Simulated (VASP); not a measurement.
Level of theory: LDA (Ceperley-Alder, Perdew-Zunger), VASP's LDA PAW potentials (set 64) (plane waves; VASP 6.6.1).

VASP ran on this input.

### INCAR
```
SYSTEM  =  Li
PREC  =  Accurate; ENCUT  =  520; LREAL  =  F
LASPH  =  T
EDIFF  =  1E-6; NELM  =  100; ALGO  =  Normal
ISMEAR  =  1; SIGMA  =  0.1
IBRION  =  2; NSW  =  60; ISIF  =  3
EDIFFG  =  -0.01
LWAVE  =  F; LCHARG  =  F
```

### KPOINTS
```
Automatic mesh
0
Gamma
13 13 13
0 0 0
```

File POSCAR:
```
Li
1.0
  0.0000000000   2.1668300000   2.1668300000
  2.1668300000   0.0000000000   2.1668300000
  2.1668300000   2.1668300000   0.0000000000
Li
1
Cartesian
  0.0000000000   0.0000000000   0.0000000000
```

POTCAR, in this order: Li_sv (LDA.64 set). Program: vasp_std.

Output of the run:

### OSZICAR
```
       N       E                     dE             d eps       ncg     rms          rms(c)
DAV:   1     0.409372783215E+00    0.40937E+00   -0.74331E+02   850   0.431E+02
DAV:   2    -0.191100968382E+01   -0.23204E+01   -0.22408E+01  1210   0.579E+01
DAV:   3    -0.203843860650E+01   -0.12743E+00   -0.12740E+00  1055   0.901E+00
DAV:   4    -0.204011935447E+01   -0.16807E-02   -0.16807E-02  1075   0.117E+00
DAV:   5    -0.204014414012E+01   -0.24786E-04   -0.24786E-04  1050   0.112E-01    0.224E-01
DAV:   6    -0.203911331510E+01    0.10308E-02   -0.38569E-04  1525   0.126E-01    0.126E-01
DAV:   7    -0.203860253472E+01    0.51078E-03   -0.91554E-04  1625   0.201E-01    0.305E-02
DAV:   8    -0.203860428284E+01   -0.17481E-05   -0.18303E-05   855   0.628E-02    0.240E-03
DAV:   9    -0.203860460011E+01   -0.31727E-06   -0.11192E-06   610   0.148E-02
   1 F= -.20386046E+01 E0= -.20384290E+01  d E =-.203860E+01
       N       E                     dE             d eps       ncg     rms          rms(c)
DAV:   1    -0.204101522078E+01   -0.24109E-02   -0.23505E-02  1115   0.175E+00    0.307E-01
DAV:   2    -0.204112446290E+01   -0.10924E-03   -0.68457E-03  1160   0.713E-01    0.233E-01
DAV:   3    -0.204095015237E+01    0.17431E-03   -0.23392E-03  1640   0.306E-01    0.188E-01
DAV:   4    -0.204069055850E+01    0.25959E-03   -0.38902E-04  1595   0.158E-01    0.842E-03
DAV:   5    -0.204069422675E+01   -0.36683E-05   -0.29866E-05   875   0.520E-02    0.433E-03
DAV:   6    -0.204069427685E+01   -0.50107E-07   -0.82380E-07   475   0.920E-03
   2 F= -.20406943E+01 E0= -.20405036E+01  d E =-.208968E-02
       N       E                     dE             d eps       ncg     rms          rms(c)
DAV:   1    -0.204424576170E+01   -0.35515E-02   -0.95596E-02  1085   0.361E+00    0.613E-01
DAV:   2    -0.204480128716E+01   -0.55553E-03   -0.28159E-02  1070   0.144E+00    0.468E-01
DAV:   3    -0.204420626547E+01    0.59502E-03   -0.97596E-03  1620   0.649E-01    0.395E-01
DAV:   4    -0.204305190001E+01    0.11544E-02   -0.18153E-03  1585   0.338E-01    0.148E-02
DAV:   5    -0.204306337643E+01   -0.11476E-04   -0.84741E-05   870   0.100E-01    0.898E-03
DAV:   6    -0.204306402355E+01   -0.64712E-06   -0.42684E-06  1050   0.180E-02
   3 F= -.20430640E+01 E0= -.20428464E+01  d E =-.445942E-02
       N       E                     dE             d eps       ncg     rms          rms(c)
DAV:   1    -0.204380540413E+01   -0.74203E-03   -0.23167E-02  1135   0.169E+00    0.304E-01
DAV:   2    -0.204372022007E+01    0.85184E-04   -0.47878E-03  1125   0.559E-01    0.215E-01
DAV:   3    -0.204345065050E+01    0.26957E-03   -0.14811E-03  1540   0.251E-01    0.114E-01
DAV:   4    -0.204335448127E+01    0.96169E-04   -0.16088E-04  1465   0.114E-01    0.751E-03
DAV:   5    -0.204335650676E+01   -0.20255E-05   -0.17084E-05   880   0.408E-02    0.315E-03
DAV:   6    -0.204335654322E+01   -0.36461E-07   -0.60762E-07   495   0.835E-03
   4 F= -.20433565E+01 E0= -.20431281E+01  d E =-.475194E-02
```

File OUTCAR:
```
------------------------ aborting loop because EDIFF is reached ----------------------------------------
  FORCE on cell =-STRESS in cart. coord.  units (eV):
  Direction    XX          YY          ZZ          XY          YZ          ZX
  --------------------------------------------------------------------------------------
  Total       -0.0009618     -0.0009618     -0.0009618     -0.0000000      0.0000000     -0.0000000
  in kB       -0.0814830     -0.0814830     -0.0814830     -0.0000000      0.0000000     -0.0000000
  external PRESSURE =      -0.0814830 kB  Pullay stress =       0.0000000 kB
  volume of cell :       18.91
      direct lattice vectors                 reciprocal lattice vectors
    -0.000000000  2.114637987  2.114637987    -0.236447091  0.236447091  0.236447091
     2.114637987 -0.000000000  2.114637987     0.236447091 -0.236447091  0.236447091
     2.114637987  2.114637987 -0.000000000     0.236447091  0.236447091 -0.236447091
 POSITION                                       TOTAL-FORCE (eV/Angst)
 -----------------------------------------------------------------------------------
     -0.00000      2.11464      2.11464         0.000000     -0.000000     -0.000000
 -----------------------------------------------------------------------------------
    total drift:                               -0.000000     -0.000000      0.000000
  FREE ENERGIE OF THE ION-ELECTRON SYSTEM (eV)
  ---------------------------------------------------
  free  energy   TOTEN  =        -2.0433565432 eV

  energy  without entropy=       -2.0426711052  energy(sigma->0) =       -2.04312806

 reached required accuracy - stopping structural energy minimisation
```
(Selected blocks of OUTCAR.)

File CONTCAR:
```
Li
   1.00000000000000
    -0.0000000000000000    2.1146379867056435    2.1146379867056435
     2.1146379867056435   -0.0000000000000000    2.1146379867056435
     2.1146379867056435    2.1146379867056435   -0.0000000000000000
  Li
     1
Direct
     1.0000000000000000    0.0000000000000000    0.0000000000000000
```

OUTCAR:
```
 val. band max:        0.8174496029   @ k =  -0.2308   0.3077   0.0769

 cond. band min:       0.8441977923   @ k =  -0.3846   0.1538   0.0000


 Fermi energy:         0.8438815760

 k-point     1 :       0.0000    0.0000    0.0000
  band No.  band energies     occupation
      1     -44.7124      2.00000
      2      -2.7770      2.00000
      3      15.6227      0.00000
      4      15.6227      0.00000
      5      15.6227      0.00000

 k-point     2 :       0.0769    0.0000    0.0000
  band No.  band energies     occupation
      1     -44.7109      2.00000
      2      -2.6708      2.00000
      3      14.4972      0.00000
      4      15.3862      0.00000
      5      15.3862      0.00000

 k-point     3 :       0.1538    0.0000    0.0000
  band No.  band energies     occupation
      1     -44.7068      2.00000
      2      -2.3522      2.00000
      3      12.1658      0.00000
      4      14.9019      0.00000
      5      14.9019      0.00000

 k-point     4 :       0.2308    0.0000    0.0000
  band No.  band energies     occupation
      1     -44.7009      2.00000
      2      -1.8225      2.00000
      3       9.7190      0.00000
      4      14.4429      0.00000
      5      14.4429      0.00000

 k-point     5 :       0.3077    0.0000    0.0000
  band No.  band energies     occupation
      1     -44.6947      2.00000
      2      -1.0925      2.00000
      3       7.4683      0.00000
      4      14.1133      0.00000
      5      14.1133      0.00000

 k-point     6 :       0.3846    0.0000    0.0000
  band No.  band energies     occupation
      1     -44.6894      2.00000
      2      -0.2111      2.00000
      3       5.5476      0.00000
      4      13.9249      0.00000
      5      13.9249      0.00000

 k-point     7 :       0.4615    0.0000    0.0000
  band No.  band energies     occupation
      1     -44.6865      2.00000
      2       0.5941      2.00234
      3       4.2164      0.00000
...
```

Energy and stress use the plane-wave basis of the starting cell.

The structure comes from a computed database's Li entry (Fm-3m); how it stands against other phases isn't given here. This run relaxes it. Symmetry was kept, so distortions that lower it aren't found.
